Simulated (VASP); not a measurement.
VASP ran on this input.

File KPOINTS:
```
Automatic mesh
0
Gamma
11 11 6
0 0 0
```

INCAR:
```
! general
SYSTEM  = Lu
PREC    = Accurate
ENCUT   = 450
LREAL   = .False.
LASPH   = .True.

! electronic loop
EDIFF   = 1E-6
NELM    = 100
ALGO    = Normal
LMAXMIX = 6

! smearing
ISMEAR  = 1
SIGMA   = 0.1

! functional
GGA     = PE

! ions
ISIF    = 2

! output
LWAVE   = .False.
LCHARG  = .False.
```

### POSCAR
```
Lu
1
    1.7850000000    -3.0917110000     0.0000000000
    1.7850000000     3.0917110000     0.0000000000
    0.0000000000     0.0000000000     5.6610000000
Lu
2
Direct
  0.3333330000   0.6666670000   0.2500000000
  0.6666670000   0.3333330000   0.7500000000
```

POTCAR, in this order: Lu_3 (PBE.64 set). Program: vasp_std.

Problem. Write an equivalent input for Quantum ESPRESSO's pw.x.

Solution. One equivalent input (not run):
```
&CONTROL
  calculation = 'scf'
  pseudo_dir = './pseudo'
  outdir = './out'
  tprnfor = .true.
  tstress = .true.
/
&SYSTEM
  ibrav = 0
  nat = 2
  ntyp = 1
  ecutwfc = 100
  occupations = 'smearing'
  smearing = 'methfessel-paxton'
  degauss = 0.00735
  input_dft = 'pbe'
/
&ELECTRONS
  conv_thr = 7.3e-08
  electron_maxstep = 100
/
ATOMIC_SPECIES
  Lu 174.967 Lu.upf
CELL_PARAMETERS angstrom
     1.7850000   -3.0917110    0.0000000
     1.7850000    3.0917110    0.0000000
     0.0000000    0.0000000    5.6610000
ATOMIC_POSITIONS crystal
  Lu   0.3333330  0.6666670  0.2500000
  Lu   0.6666670  0.3333330  0.7500000
K_POINTS automatic
  11 11 6 0 0 0
```
What does not carry over: the potentials are each code's own (VASP's PAW set, PseudoDojo norm-conserving files in pw.x), so ENCUT and ecutwfc are chosen apart and not converted; conv_thr bounds pw.x's estimated SCF error, while EDIFF bounds the energy change between steps.

The compound is Lu in the hcp structure. The cell was not relaxed at this level. The run is one of a series of settings (ENCUT = 450 against the base run), some of them coarse on purpose.
